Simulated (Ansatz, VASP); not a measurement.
Two plane-wave programs on Mo3W

```
Mo W
1.0
     4.01801    0.00000    0.00000
     0.00000    4.01801    0.00000
     0.00000    0.00000    4.01801
Mo W
3 1
Direct
  0.00000 0.50000 0.50000
  0.50000 0.00000 0.50000
  0.50000 0.50000 0.00000
  0.00000 0.00000 0.00000
```

Alike in both runs: functional PBE; k mesh 4 × 4 × 4; occupations gaussian, width 0.1 eV; no spin polarisation.

Ansatz relaxed the structure, and its values are those at the end. VASP's run is a single point on that final structure, the one shown.

|  | VASP | Ansatz |
| --- | --- | --- |
| version | VASP 6.6.1 | Ansatz 0.2.0 |
| potentials or method | VASP PAW PBE potentials, release 64 (Mo_sv, W_sv) | scalar-relativistic, plane waves, PAW |
| plane-wave cutoff (eV) | 520 | 420 |
| valence electrons in the cell | 56 | 56 |

|  | VASP | Ansatz | Ansatz less VASP |
| --- | --- | --- | --- |
| gap on the k mesh at the Fermi level (eV) | none | none | - |
| pressure (GPa) | 0.5 | 0.1 | -0.45 |

A gap of «none» marks a metal or a gap that the smearing closes. With one functional, cell and mesh, what is left measures potentials, basis and numerics.

Caveats: the k mesh is coarse (spacing up to 0.39 Å⁻¹), so the values aren't converged. Spin-orbit coupling is left out, which matters for the levels of W.
